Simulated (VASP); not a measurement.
```
LiF
1.0
    0.00000     2.00010     2.00010
    2.00010     0.00000     2.00010
    2.00010     2.00010     0.00000
Li F
1 1
Direct
  0.00000   0.00000   0.00000
  0.50000   0.50000   0.50000
```

The numbers are results of PBEsol GGA, VASP's PBE PAW potentials (set 64) (plane waves; VASP), not measurements. Numerical set-up: 520 eV cut-off, Gaussian smearing of 0.050 eV, potentials Li_sv F.

### Question
Estimate the band gap (along the path) with the smallest direct gap where there is one.

### Answer

The band gap (along the path) is 9.11 eV and the smallest direct gap (along the path) comes out as 9.11 eV.

The absolute energy has meaning only against runs of the same code, potentials and settings.

The structure was generated: LiF was put into the rock salt type (Fm-3m), which need not be its known phase. It was relaxed first.
